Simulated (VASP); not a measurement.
Consider the following.

```yaml
crystal:
  lattice:
    - [0.00000, 1.91154, 1.91154]
    - [1.91154, 0.00000, 1.91154]
    - [1.91154, 1.91154, 0.00000]
  atoms:
    - { symbol: Rh, position: [0.00000, 0.00000, 0.00000] }
```

The numbers are results of PBE GGA with spin-orbit coupling, VASP's PBE PAW potentials (set 64) (plane waves; VASP 6.6.1), not measurements. Settings: 400 eV cut-off, 15×15×15 Γ-centred mesh, Gaussian smearing of 0.050 eV, potentials Rh_pv.

What does the run give for the energy per atom (σ→0), band gap (over mesh and band path) with the smallest direct gap where there is one?

| Item | Result |
|---|---|
| band gap (over mesh and band path) | none (metal, semimetal or under 0.01 eV) |
| energy per atom (σ→0) | -7412 meV/atom |

Only differences to runs with the same potentials and settings are physical.

The compound is Rh in the fcc structure. It was relaxed first.
